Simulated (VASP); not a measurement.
Output of a VASP run:

OSZICAR:
```
       N       E                     dE             d eps       ncg     rms          rms(c)
DAV:   1     0.333577908828E+02    0.33358E+02   -0.56530E+03  1064   0.113E+03
DAV:   2    -0.910108429949E+01   -0.42459E+02   -0.41690E+02  1110   0.210E+02
DAV:   3    -0.101414390723E+02   -0.10404E+01   -0.10376E+01  1315   0.318E+01
DAV:   4    -0.101528741916E+02   -0.11435E-01   -0.11433E-01  1387   0.324E+00
DAV:   5    -0.101529019233E+02   -0.27732E-04   -0.27731E-04  1294   0.132E-01    0.455E+00
DAV:   6    -0.962957585453E+01    0.52333E+00   -0.28791E+00  1036   0.131E+01    0.143E+00
DAV:   7    -0.963369403951E+01   -0.41182E-02   -0.18279E-02  1345   0.154E+00    0.862E-01
DAV:   8    -0.964069488593E+01   -0.70008E-02   -0.16916E-02  1380   0.169E+00    0.101E-01
DAV:   9    -0.964079559866E+01   -0.10071E-03   -0.81654E-04  1094   0.313E-01    0.421E-02
DAV:  10    -0.964086448284E+01   -0.68884E-04   -0.15834E-04  1156   0.118E-01    0.579E-03
DAV:  11    -0.964086741587E+01   -0.29330E-05   -0.21166E-06  1387   0.192E-02    0.248E-03
DAV:  12    -0.964086720353E+01    0.21233E-06   -0.54352E-07  1083   0.883E-03    0.796E-04
DAV:  13    -0.964086722475E+01   -0.21215E-07   -0.31357E-08   723   0.182E-03
   1 F= -.99858270E+01 E0= -.99858270E+01  d E =-.448009E-18
```

### OUTCAR
```
------------------------ aborting loop because EDIFF is reached ----------------------------------------
 Edisp (eV)   -0.34496
  FORCE on cell =-STRESS in cart. coord.  units (eV):
  Direction    XX          YY          ZZ          XY          YZ          ZX
  --------------------------------------------------------------------------------------
  Total      -0.42268    -0.42268    -0.42268     0.00000     0.00000    -0.00000
  in kB     -40.11575   -40.11575   -40.11575     0.00000     0.00000    -0.00000
  external pressure =      -40.12 kB  Pullay stress =        0.00 kB
  volume of cell :       16.88
      direct lattice vectors                 reciprocal lattice vectors
     0.000000000  2.036062086  2.036062086    -0.245572079  0.245572079  0.245572079
     2.036062086  0.000000000  2.036062086     0.245572079 -0.245572079  0.245572079
     2.036062086  2.036062086  0.000000000     0.245572079  0.245572079 -0.245572079
  FREE ENERGIE OF THE ION-ELECTRON SYSTEM (eV)
  ---------------------------------------------------
  free  energy   TOTEN  =        -9.9858269990 eV

  energy  without entropy=       -9.9858269990  energy(sigma->0) =       -9.98582700
```
(Selected blocks of OUTCAR.)

### POSCAR
```
LiF
1
    0.0000000000     2.0360620860     2.0360620860
    2.0360620860     0.0000000000     2.0360620860
    2.0360620860     2.0360620860     0.0000000000
Li F
1 1
Direct
  0.0000000000   0.0000000000   0.0000000000
  0.5000000000   0.5000000000   0.5000000000
```

Question: Reconstruct the remaining input files.

Answer: This is not unique; one that fits is the input of the run itself, PBE GGA with D3 dispersion (Becke-Johnson damping), plane waves, VASP's PBE PAW potentials (set 64).

INCAR:
```
! general
SYSTEM = LiF
PREC   = Accurate
ENCUT  = 520   ! plane-wave cut-off (eV)
LREAL  = .FALSE.   ! projection in real space or not
LASPH  = .TRUE.   ! aspherical one-centre terms

! electronic loop
EDIFF  = 1E-7   ! SCF stop (eV)
NELM   = 100   ! most electronic steps
ALGO   = Normal   ! blocked Davidson

! smearing
ISMEAR = 0
SIGMA  = 0.05   ! width (eV)

! functional
GGA    = PE   ! PBE
IVDW   = 12

! ions
ISIF   = 2   ! forces and stress, cell fixed

! output
LWAVE  = .FALSE.
LCHARG = .FALSE.
```

File KPOINTS:
```
Automatic mesh
0
gamma
11 11 11
0 0 0
```

POTCAR, in this order: Li_sv F (PBE.64 set). Program: vasp_std.

The compound is LiF in the rock salt structure. This cell is one point of a volume scan, at 1.06 of the reference volume.
